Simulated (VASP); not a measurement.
Here is the system:

```xyz
2
Lattice="0.0000 2.1888 2.1888 2.1888 0.0000 2.1888 2.1888 2.1888 0.0000" Properties=species:S:1:pos:R:3 pbc="T T T"
Al     0.0000     0.0000     0.0000
N      3.2831     3.2831     3.2831
```

These are PBEsol GGA, VASP's PBE PAW potentials (set 64) (plane waves; VASP) values and carry that method's errors. Settings: 520 eV cut-off, 13×13×13 Γ-centred mesh, Gaussian smearing of 0.010 eV, potentials Al N.

Problem. Give the direction-averaged independent-particle dielectric function (no local fields, no excitons; a broadening of 0.1 eV leaves a tail below the gap, and fine structure carries the noise of the k-mesh).

Solution. 
```json
[
 {"ħω (eV)": "0.00", "ε₁": "4.82", "ε₂": "0.00"},
 {"ħω (eV)": "0.40", "ε₁": "4.83", "ε₂": "0.01"},
 {"ħω (eV)": "0.80", "ε₁": "4.86", "ε₂": "0.01"},
 {"ħω (eV)": "1.30", "ε₁": "4.92", "ε₂": "0.02"},
 {"ħω (eV)": "1.70", "ε₁": "5.00", "ε₂": "0.02"},
 {"ħω (eV)": "2.10", "ε₁": "5.11", "ε₂": "0.03"},
 {"ħω (eV)": "2.60", "ε₁": "5.30", "ε₂": "0.04"},
 {"ħω (eV)": "3.00", "ε₁": "5.50", "ε₂": "0.06"},
 {"ħω (eV)": "3.40", "ε₁": "5.79", "ε₂": "0.09"},
 {"ħω (eV)": "3.90", "ε₁": "6.36", "ε₂": "0.19"},
 {"ħω (eV)": "4.30", "ε₁": "6.94", "ε₂": "0.36"},
 {"ħω (eV)": "4.70", "ε₁": "7.35", "ε₂": "1.01"},
 {"ħω (eV)": "5.20", "ε₁": "7.95", "ε₂": "2.01"},
 {"ħω (eV)": "5.60", "ε₁": "7.41", "ε₂": "3.86"},
 {"ħω (eV)": "6.00", "ε₁": "8.17", "ε₂": "3.31"},
 {"ħω (eV)": "6.50", "ε₁": "6.03", "ε₂": "5.69"},
 {"ħω (eV)": "6.90", "ε₁": "5.44", "ε₂": "8.06"},
 {"ħω (eV)": "7.30", "ε₁": "4.44", "ε₂": "8.14"},
 {"ħω (eV)": "7.80", "ε₁": "2.49", "ε₂": "7.17"},
 {"ħω (eV)": "8.20", "ε₁": "-0.74", "ε₂": "6.11"},
 {"ħω (eV)": "8.60", "ε₁": "1.11", "ε₂": "3.23"},
 {"ħω (eV)": "9.10", "ε₁": "3.00", "ε₂": "4.06"},
 {"ħω (eV)": "9.50", "ε₁": "2.51", "ε₂": "4.84"},
 {"ħω (eV)": "10.00", "ε₁": "1.46", "ε₂": "4.54"}
]
```
ε₂ peaks at 6.3 eV (height 6.2), 8.0 eV (height 8.2); ε₁(0) averages 4.82, so the electronic refractive index below the gap tends to √4.82 = 2.19.

The structure comes from a computed database's AlN entry (F-43m); how it stands against other phases isn't given here. It was relaxed first.
